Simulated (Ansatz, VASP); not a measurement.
One calculation of RuCl2, two programs

The input INCAR:

```
  PREC = Accurate
  ENCUT = 520
  EDIFF = 1E-6
  ISMEAR = 0
  SIGMA = 0.05
  LREAL = False
  LASPH = True
  NELM = 60
  ALGO = Fast
  ISIF = 2
  LWAVE = False
  LCHARG = True
  ISPIN = 2
  MAGMOM = -0.6 0 0
  LORBIT = 11
  LMAXMIX = 4
  LDAU = True
  LDAUTYPE = 2
  LDAUL = 2 -1
  LDAUU = 4 0
  LDAUJ = 0 0
  LDAUPRINT = 1
  GGA = PE
  LELF = True
  LVHAR = True
```

Contents of KPOINTS:

```
Automatic mesh
0
Gamma
  6 6 4
```

Contents of POSCAR:

```
RuCl2
1.0
    3.5496909800      0.0000000000      0.0000000000
   -1.7748454900      3.0741225600      0.0000000000
    0.0000000000      0.0000000000      5.7263882700
Ru Cl
1 2
Direct
    0.0000000000      0.0000000000      0.0000000000
    0.3333333333      0.6666666667      0.2520000000
    0.6666666667      0.3333333333      0.7480000000
```

input.yaml

```yaml
crystal:
  lattice:
    - [3.54969098, 0.0, 0.0]
    - [-1.77484549, 3.07412256, 0.0]
    - [0.0, 0.0, 5.72638827]
  atoms:
    - { symbol: Ru, position: [0.0, 0.0, 0.0], spin: -0.6 }
    - { symbol: Cl, position: [0.3333333333, 0.6666666667, 0.252] }
    - { symbol: Cl, position: [0.6666666667, 0.3333333333, 0.748] }
hamiltonian:
  xc: pbe
  pseudopotentials: { kind: paw }
  hubbard: { sites: [{ species: Ru, l: d, u_eff: 4.0 }] }
magnetization:
  spin_polarized: true
kpoints:
  mp_grid: { grid: [6, 6, 4] }
scf:
  occupations: { method: gaussian, width: 0.05 }
output:
  forces: true
  stress: true
  eigenvalues: true
  write_density: true
  write_potential: true
  elf: true
  volumetric_format: npy
```

The cell comes from a database or a generator and needn't be the stable form of this composition.

Alike in both runs: task single point; functional PBE; k mesh 6 × 6 × 4; occupations gaussian, width 0.05 eV; collinear spin, random start; Hubbard terms Ru d U = 4 eV.

|  | VASP | Ansatz |
| --- | --- | --- |
| version | VASP 6.6.1 | Ansatz 0.2.0 |
| potentials or method | VASP PAW PBE potentials, release 64 (Ru_pv, Cl) | Ansatz PAW |
| plane-wave cutoff (eV) | 520 | 420 |
| valence electrons in the cell | 28 | 30 |

VASP gave:

* gap on the k mesh at the Fermi level (eV): 2.68
* least direct gap on the mesh (eV): 2.80
* pressure (GPa): -2.0
* largest component of the traceless stress (GPa): 2.35
* rms of the force components (eV/Å): 0.473
* net moment per atom (μB): 0.00

Question: What did Ansatz give for the same quantities?

Answer: gap on the k mesh at the Fermi level (eV): 2.88; least direct gap on the mesh (eV): 2.94; pressure (GPa): -2.9; largest component of the traceless stress (GPa): 2.57; rms of the force components (eV/Å): 0.543; net moment per atom (μB): 0.00.

The programs project onto different local orbitals, so the same U acts differently. Atom by atom the forces differ by 0.070 eV/Å (rms over components). The two sets of potentials don't hold the same shells in valence.

Caveats: forces of over 1 eV/Å show positions far from the minimum, so gaps and moduli don't describe the material at rest; the magnetic or orbital state may not be the lowest (Ansatz); the starting moments weren't kept (Ansatz). A k mesh can miss the band edges. The state reached can hang on the start; a lower one may exist.
